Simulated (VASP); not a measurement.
# HfC with PBEsol: from relaxation to properties

What structure does HfC take at this level, and what are its properties? The steps: relaxing cell and atoms (PBEsol), second relaxation, single point with fields (PBEsol), bands along the symmetry lines (PBEsol), density of states (PBEsol), volume scan with PBEsol, fit for PBEsol and independent-particle dielectric function (PBEsol). The start is a cell from a database of measured crystal structures.

Calculated with VASP 6.6.1; PBEsol; plane waves and PAW (Hf_pv, C).

The database entry behind the starting cell differs from later determinations by our own check (about 0.2 % long), so it need not match the best structure at ambient conditions.

### Step 1. Starting point

Before any relaxation, the start is as follows. The structure is cubic, space group Fm-3m (No. 225). Conventional cell: a = 4.650 Å, b = 4.650 Å, c = 4.650 Å, α = 90.00°, β = 90.00°, γ = 90.00°. Hf has 6 C at 2.33 Å nearest. C has 6 Hf at 2.33 Å nearest. Farther neighbours are not listed.

Structure file:

```
Hf C
1.0
     0.00000    2.32500    2.32500
     2.32500    0.00000    2.32500
     2.32500    2.32500    0.00000
Hf C
1 1
Direct
  0.50000 0.50000 0.50000
  0.00000 0.00000 0.00000
```

### Step 2. Relaxing cell and atoms (PBEsol)

Properties are meant for the cell that this level of theory prefers, so cell and atoms are relaxed first (ISIF = 3) until forces and stress are small; EDIFFG sets the threshold. PBEsol restores the gradient expansion of exchange and is tuned for the cells of solids.

Contents of INCAR:

```
SYSTEM = HfC
PREC = Accurate
ENCUT = 520
EDIFF = 1E-06
NELM = 100
ISMEAR = 0
SIGMA = 0.05
LREAL = .FALSE.
ALGO = Normal
GGA = PS
NBANDS = 13
LASPH = .TRUE.
LORBIT = 11
LWAVE = .FALSE.
LCHARG = .FALSE.
KPAR = 2
IBRION = 2
NSW = 60
ISIF = 3
EDIFFG = -0.01
```

Contents of POSCAR:

```
HfC
1.0
    0.0000000000      2.3250000000      2.3250000000
    2.3250000000      0.0000000000      2.3250000000
    2.3250000000      2.3250000000      0.0000000000
Hf C
1 1
Direct
    0.5000000000      0.5000000000      0.5000000000
    0.0000000000      0.0000000000      0.0000000000
```

Contents of KPOINTS:

```
Automatic mesh
0
Gamma
8 8 8
0 0 0
```

PAW data sets: Hf_pv and C (PBE family, release 64).

The run is started by

```bash
> mpirun -np 2 vasp_std
```

Log:

```text
[banner, memory and clock lines left out]
running    2 mpi-ranks, on    1 nodes
 distrk:  each k-point on    1 cores,    2 groups
 distr:  one band on    1 cores,    1 groups

 POSCAR found type information on POSCAR HfC
 POSCAR found :  2 types and       2 ions
|                                                                             |
|               ----> ADVICE to this user running VASP <----                  |
|                                                                             |
|     You enforced a specific xc type in the INCAR file but a different       |
|     [... a line on the potential file left out ...]
|     I HOPE YOU KNOW WHAT YOU ARE DOING!                                     |
|                                                                             |

 LDA part: xc-table for (Slater+PW92), standard interpolation
 POSCAR, INCAR and KPOINTS ok, starting setup
 FFT: planning ... GRIDC
 FFT: planning ... GRID_SOFT
 FFT: planning ... GRID
 WAVECAR not read
 entering main loop
       N       E                     dE             d eps       ncg     rms          rms(c)
DAV:   1     0.199249663464E+02    0.19925E+02   -0.79265E+03   754   0.106E+03
DAV:   2    -0.234213496952E+02   -0.43346E+02   -0.40582E+02   975   0.201E+02
DAV:   3    -0.250758592669E+02   -0.16545E+01   -0.16467E+01   935   0.284E+01
DAV:   4    -0.250844048499E+02   -0.85456E-02   -0.85449E-02   849   0.246E+00
DAV:   5    -0.250844679551E+02   -0.63105E-04   -0.63104E-04   915   0.190E-01    0.580E+01
DAV:   6    -0.222516551799E+02    0.28328E+01   -0.12202E+01   854   0.185E+01    0.413E+01
DAV:   7    -0.221936907500E+02    0.57964E-01   -0.55680E-01   834   0.530E+00    0.238E+01
DAV:   8    -0.221822388246E+02    0.11452E-01   -0.69770E-02   894   0.205E+00    0.532E+00
DAV:   9    -0.221759255319E+02    0.63133E-02   -0.28567E-02   879   0.920E-01    0.188E+00
DAV:  10    -0.221754603868E+02    0.46515E-03   -0.19286E-03   917   0.320E-01    0.529E-02
DAV:  11    -0.221754566715E+02    0.37153E-05   -0.87440E-05   834   0.845E-02    0.142E-02
DAV:  12    -0.221754559477E+02    0.72384E-06   -0.35833E-06   924   0.154E-02
   1 F= -.22175456E+02 E0= -.22175131E+02  d E =-.221755E+02
 curvature:   0.00 expect dE= 0.000E+00 dE for cont linesearch  0.000E+00
 trial: gam= 0.00000 g(F)=  0.479E-60 g(S)=  0.861E-01 ort = 0.000E+00 (trialstep = 0.100E+01)
 search vector abs. value=  0.861E-01
 bond charge predicted
       N       E                     dE             d eps       ncg     rms          rms(c)
DAV:   1    -0.223977081951E+02   -0.22225E+00   -0.70227E+00   754   0.229E+01    0.853E+00
DAV:   2    -0.222112018072E+02    0.18651E+00   -0.22768E-01   809   0.445E+00    0.466E+00
DAV:   3    -0.221399675077E+02    0.71234E-01   -0.19382E-01   809   0.366E+00    0.289E+00
DAV:   4    -0.221405880826E+02   -0.62057E-03   -0.29980E-03   889   0.500E-01    0.359E+00
DAV:   5    -0.221396679648E+02    0.92012E-03   -0.14727E-03   982   0.259E-01    0.103E-01
DAV:   6    -0.221396640312E+02    0.39337E-05   -0.44545E-05   824   0.571E-02    0.880E-02
DAV:   7    -0.221396642342E+02   -0.20306E-06   -0.94745E-07   646   0.899E-03
   2 F= -.22139664E+02 E0= -.22139306E+02  d E =0.357917E-01
[...]
3 F= -.22191422E+02 E0= -.22190984E+02  d E =-.159663E-01
 curvature:  -0.17 expect dE=-0.133E-04 dE for cont linesearch -0.133E-04
 ZBRENT: interpolating
 opt :   0.3722  next Energy=   -22.191435 (dE=-0.160E-01)
 bond charge predicted
       N       E                     dE             d eps       ncg     rms          rms(c)
DAV:   1    -0.221914465224E+02   -0.24222E-04   -0.60187E-04   754   0.210E-01    0.768E-02
DAV:   2    -0.221914250574E+02    0.21465E-04   -0.23464E-05   819   0.448E-02    0.405E-02
DAV:   3    -0.221914173471E+02    0.77103E-05   -0.20609E-05   819   0.366E-02    0.281E-02
DAV:   4    -0.221914174031E+02   -0.56065E-07   -0.25726E-07   422   0.473E-03
   4 F= -.22191417E+02 E0= -.22190977E+02  d E =-.159615E-01
 curvature:  -0.16 expect dE=-0.438E-05 dE for cont linesearch -0.438E-05
 trial: gam= 0.00000 g(F)=  0.444E-60 g(S)=  0.266E-04 ort =-0.151E-02 (trialstep = 0.874E+00)
 search vector abs. value=  0.266E-04
 reached required accuracy - stopping structural energy minimisation
```

Run time: 13 s. Hardware: 2 MPI ranks of AMD EPYC 7R43, shared host; peak memory 0.23 GiB; 25 s of CPU time.

Lines that name or quote the potential files are left out of all logs, and their timing lines are given in words.

From OUTCAR (step 2):

```text
ion  position               nearest neighbor table
   1  0.500  0.500  0.500-   2 2.33   2 2.33   2 2.33   2 2.33   2 2.33   2 2.33
   2  0.000  0.000  0.000-   1 2.33   1 2.33   1 2.33   1 2.33   1 2.33   1 2.33

  LATTYP: Found a face centered cubic cell.
 ALAT       =     4.6500000000

 Subroutine GETGRP returns: Found 48 space group operations
 (whereof 48 operations were pure point group operations)

The static configuration has the point symmetry O_h .

 Found     29 irreducible k-points:

   k-points           NKPTS =     29   k-points in BZ     NKDIM =     29   number of bands    NBANDS=     13

   dimension x,y,z NGX =    24 NGY =   24 NGZ =   24
   dimension x,y,z NGXF=    48 NGYF=   48 NGZF=   48

   ENCUT  =  520.0 eV  38.22 Ry    6.18 a.u.   6.11  6.11  6.11*2*pi/ulx,y,z

   NELECT =      14.0000    total number of electrons

 k-points in reciprocal lattice and weights: Automatic mesh
   0.00000000  0.00000000  0.00000000       0.002
   0.12500000  0.00000000  0.00000000       0.016
   0.25000000  0.00000000  0.00000000       0.016
   0.37500000  0.00000000  0.00000000       0.016
   0.50000000  0.00000000  0.00000000       0.008
   0.12500000  0.12500000  0.00000000       0.012
   0.25000000  0.12500000  0.00000000       0.047
   0.37500000  0.12500000  0.00000000       0.047
   0.50000000  0.12500000  0.00000000       0.047
[...]
-0.37500000  0.50000000  0.12500000       0.023
  -0.25000000  0.50000000  0.25000000       0.012

 average (electrostatic) potential at core
       1 -34.8856       2 -47.6220

 E-fermi :   5.9857

 k-point     1 :       0.0000    0.0000    0.0000
  band No.  band energies     occupation
      1     -23.3237      2.00000
      2     -23.3237      2.00000
      3     -23.3237      2.00000
      4      -6.4023      2.00000
      5       7.0807      0.00000
      6       7.0807      0.00000
      7       7.0807      0.00000
      8       7.3860      0.00000
      9       7.3860      0.00000
    ...

 k-point     2 :       0.1250    0.0000    0.0000
  band No.  band energies     occupation
    ...
      3     -23.3350      2.00000
      4      -5.9942      2.00000
      5       5.2056      2.00000
      6       5.7050      2.00000
      7       5.7050      2.00000
      8       7.9710      0.00000
      9       7.9710      0.00000
     10       8.3703      0.00000
     11      11.1199      0.00000
     12      11.1199      0.00000
    ...

 k-point     3 :       0.2500    0.0000    0.0000
  band No.  band energies     occupation
    ...
      3     -23.3622      2.00000
      4      -4.8996      2.00000
      5       2.9471      2.00000
      6       4.2194      2.00000
      7       4.2194      2.00000
      8       9.0778      0.00000
      9       9.1124      0.00000
     10       9.1124      0.00000
     11      13.8095      0.00000
     12      13.8095      0.00000
    ...

  Total        0.0191812      0.0191812      0.0191812      0.0000000      0.0000000      0.0000000
  in kB        1.2592404      1.2592404      1.2592404      0.0000000      0.0000000      0.0000000
  external PRESSURE =       1.2592404 kB  Pullay stress =       0.0000000 kB

  energy-cutoff  :      520.00
  volume of cell :       24.40
      direct lattice vectors                 reciprocal lattice vectors
    -0.000000000  2.302233738  2.302233738    -0.217180381  0.217180381  0.217180381
     2.302233738 -0.000000000  2.302233738     0.217180381 -0.217180381  0.217180381
     2.302233738  2.302233738 -0.000000000     0.217180381  0.217180381 -0.217180381

 POSITION                                       TOTAL-FORCE (eV/Angst)
 -----------------------------------------------------------------------------------
      2.30223      2.30223      2.30223        -0.000000     -0.000000      0.000000
     -0.00000      2.30223      2.30223         0.000000      0.000000     -0.000000
 -----------------------------------------------------------------------------------
    total drift:                               -0.000000     -0.000000      0.000000

  FREE ENERGIE OF THE ION-ELECTRON SYSTEM (eV)
  ---------------------------------------------------
  free  energy   TOTEN  =       -22.1914174031 eV

  energy  without entropy=      -22.1905364888  energy(sigma->0) =      -22.19097695

 reached required accuracy - stopping structural energy minimisation

 total charge
# of ion       s       p       d       tot
------------------------------------------
    1        0.319   6.661   1.729   8.709
    2        0.871   1.517   0.000   2.388
--------------------------------------------------
tot          1.190   8.178   1.729  11.097

[... 3 further parts left out ...]
```

CONTCAR:

```
HfC
   1.00000000000000
    -0.0000000000000000    2.3022337384315641    2.3022337384315641
     2.3022337384315641   -0.0000000000000000    2.3022337384315641
     2.3022337384315641    2.3022337384315641   -0.0000000000000000
  Hf              C
     1     1
Direct
     0.5000000000000000    0.5000000000000000    0.5000000000000000
     1.0000000000000000    0.0000000000000000    0.0000000000000000
```

The k-mesh is coarse for a metal. Harder data sets than Hf_pv exist (the GW ones), and pressures, volumes and forces can shift noticeably with them. The PAW data sets were made with PBE, which is usual practice but a small mismatch for other functionals. The run keeps the 48 symmetry operations of its start, so it cannot find a distortion of lower symmetry.

The steps of the relaxation:

```tsv
step	energy less that of the first step (eV)	largest force (eV/Å)	pressure (GPa)	volume (Å³)
1	0.0000	0.0000	-6.95	25.14
2	0.0358	0.0000	14.39	23.20
3	-0.0160	0.0000	-0.21	24.42
4	-0.0160	0.0000	0.13	24.40
```

```tsv
conventional cell, symmetrised	before	after	change
a (Å)	4.650	4.604	-1.0 %
b (Å)	4.650	4.604	-1.0 %
c (Å)	4.650	4.604	-1.0 %
volume (Å³/atom)	12.57	12.20	-2.9 %
```

Final coordinates:

```xyz
2
Lattice="0.0000 2.3022 2.3022 2.3022 0.0000 2.3022 2.3022 2.3022 0.0000" Properties=species:S:1:pos:R:3 pbc="T T T"
Hf    2.3022    2.3022    2.3022
C     0.0000    0.0000    0.0000
```

This step gave:

```
electrons                              : 14
bands                                  : 13
irreducible k-points                   : 29
symmetry operations                    : 48
free energy (TOTEN)                    : -22.19 eV
energy at zero smearing                : -22.19 eV
Fermi energy                           : 5.986 eV
pressure                               : 0.1259 GPa
metallic, judged on the points sampled : yes
SCF cycles over all ionic steps        : 30
```

It ends with forces that vanish by symmetry and a pressure of 0.13 GPa. The volume lies -2.9 % from that of the database's start, part of which can be the thermal and zero-point expansion of its experiment.

### Step 3. Second relaxation

The basis stayed that of the start cell while the cell moved. A rerun from the cell reached resets it; the error of the finite cutoff stays.

INCAR is that of step 2.

Contents of POSCAR:

```
HfC
1.0
    0.0000000000      2.3022337384      2.3022337384
    2.3022337384      0.0000000000      2.3022337384
    2.3022337384      2.3022337384      0.0000000000
Hf C
1 1
Direct
    0.5000000000      0.5000000000      0.5000000000
    0.0000000000      0.0000000000      0.0000000000
```

KPOINTS is that of step 2.

The run is started by

```bash
> mpirun -np 2 vasp_std
```

Log:

```text
[banner, memory and clock lines left out]
running    2 mpi-ranks, on    1 nodes
 distrk:  each k-point on    1 cores,    2 groups
 distr:  one band on    1 cores,    1 groups

 POSCAR found type information on POSCAR HfC
 POSCAR found :  2 types and       2 ions
 [... a notice as in an earlier step ...]

 LDA part: xc-table for (Slater+PW92), standard interpolation
 POSCAR, INCAR and KPOINTS ok, starting setup
 FFT: planning ... GRIDC
 FFT: planning ... GRID_SOFT
 FFT: planning ... GRID
 WAVECAR not read
 entering main loop
       N       E                     dE             d eps       ncg     rms          rms(c)
DAV:   1     0.207151395937E+02    0.20715E+02   -0.79746E+03   754   0.107E+03
DAV:   2    -0.236065226428E+02   -0.44322E+02   -0.41822E+02   979   0.202E+02
DAV:   3    -0.250648170978E+02   -0.14583E+01   -0.14535E+01   909   0.275E+01
DAV:   4    -0.250718330806E+02   -0.70160E-02   -0.70152E-02   839   0.232E+00
DAV:   5    -0.250718842356E+02   -0.51155E-04   -0.51151E-04   917   0.175E-01    0.611E+01
DAV:   6    -0.222501145658E+02    0.28218E+01   -0.11933E+01   854   0.185E+01    0.431E+01
DAV:   7    -0.222068581261E+02    0.43256E-01   -0.57660E-01   844   0.525E+00    0.238E+01
DAV:   8    -0.221968248571E+02    0.10033E-01   -0.56028E-02   914   0.183E+00    0.481E+00
DAV:   9    -0.221916582525E+02    0.51666E-02   -0.24986E-02   884   0.844E-01    0.180E+00
DAV:  10    -0.221911797027E+02    0.47855E-03   -0.19148E-03   927   0.319E-01    0.527E-02
DAV:  11    -0.221911767650E+02    0.29377E-05   -0.83265E-05   839   0.837E-02    0.136E-02
DAV:  12    -0.221911760657E+02    0.69924E-06   -0.35373E-06   924   0.153E-02
   1 F= -.22191176E+02 E0= -.22190735E+02  d E =-.221912E+02
 curvature:   0.00 expect dE= 0.000E+00 dE for cont linesearch  0.000E+00
 trial: gam= 0.00000 g(F)=  0.365E-60 g(S)=  0.211E-04 ort = 0.000E+00 (trialstep = 0.100E+01)
 search vector abs. value=  0.211E-04
 reached required accuracy - stopping structural energy minimisation
```

Run time: 5.4 s. Hardware: 2 MPI ranks; peak memory 0.22 GiB.

From OUTCAR (step 3):

```text
  LATTYP: Found a face centered cubic cell.
 ALAT       =     4.6044674768

The static configuration has the point symmetry O_h .

 Found     29 irreducible k-points:

   ENCUT  =  520.0 eV  38.22 Ry    6.18 a.u.   6.05  6.05  6.05*2*pi/ulx,y,z

   NELECT =      14.0000    total number of electrons

 E-fermi :   5.9861

 k-point     1 :       0.0000    0.0000    0.0000
  band No.  band energies     occupation
      1     -23.3236      2.00000
      2     -23.3236      2.00000
      3     -23.3236      2.00000
      4      -6.4020      2.00000
      5       7.0812      0.00000
      6       7.0812      0.00000
      7       7.0812      0.00000
      8       7.3860      0.00000
      9       7.3860      0.00000
    ...

 k-point     2 :       0.1250    0.0000    0.0000
  band No.  band energies     occupation
    ...
      3     -23.3349      2.00000
      4      -5.9938      2.00000
      5       5.2059      2.00000
      6       5.7054      2.00000
      7       5.7054      2.00000
      8       7.9711      0.00000
      9       7.9711      0.00000
     10       8.3706      0.00000
     11      11.1202      0.00000
     12      11.1202      0.00000
    ...

  Total        0.0170687      0.0170687      0.0170687      0.0000000      0.0000000      0.0000000
  in kB        1.1205514      1.1205514      1.1205514      0.0000000      0.0000000      0.0000000
  external PRESSURE =       1.1205514 kB  Pullay stress =       0.0000000 kB

  energy-cutoff  :      520.00
  volume of cell :       24.40
      direct lattice vectors                 reciprocal lattice vectors
     0.000000000  2.302233738  2.302233738    -0.217180381  0.217180381  0.217180381
     2.302233738  0.000000000  2.302233738     0.217180381 -0.217180381  0.217180381
     2.302233738  2.302233738  0.000000000     0.217180381  0.217180381 -0.217180381

 POSITION                                       TOTAL-FORCE (eV/Angst)
 -----------------------------------------------------------------------------------
      2.30223      2.30223      2.30223         0.000000      0.000000      0.000000
      0.00000      0.00000      0.00000        -0.000000     -0.000000     -0.000000
 -----------------------------------------------------------------------------------
    total drift:                                0.000000     -0.000000      0.000000

  FREE ENERGIE OF THE ION-ELECTRON SYSTEM (eV)
  ---------------------------------------------------
  free  energy   TOTEN  =       -22.1911760657 eV

  energy  without entropy=      -22.1902948388  energy(sigma->0) =      -22.19073545

[... 6 parts as in an earlier step ...]

[... 6 further parts left out ...]
```

CONTCAR:

```
HfC
   1.00000000000000
     0.0000000000000000    2.3022337384000000    2.3022337384000000
     2.3022337384000000    0.0000000000000000    2.3022337384000000
     2.3022337384000000    2.3022337384000000    0.0000000000000000
  Hf              C
     1     1
Direct
     0.5000000000000000    0.5000000000000000    0.5000000000000000
     0.0000000000000000    0.0000000000000000    0.0000000000000000
```

Little changed from the start: no atom moved by 0.005 Å and no cell edge by 0.1 %.

Numbers from this step:

- pressure: 0.1121 GPa
- SCF cycles over all ionic steps: 12

It ends with forces that vanish by symmetry and a pressure of 0.11 GPa. The volume moved by under 0.01 %: the run met its threshold at the first step.

(Continued in part 2 of 4.)

[Lines on the potential files, build, host, timing and source positions are cut from VASP's logs without a mark.]

[Logs are printed without paths, hosts, clocks, repeated set-up lines and the standing remarks that a program may print on its own settings, such as how far it seeks lower states.]

[Hosts, paths, dates, database ids (printed as entryN), source tags and the programs' standing remarks are cut or masked in the printed files.]

[A measured line is paired with the nearest computed mode of its activity, which favours agreement.]

[In band tables of VASP the shares of atoms and orbitals are scaled to a sum of 1 inside the atoms' spheres.]
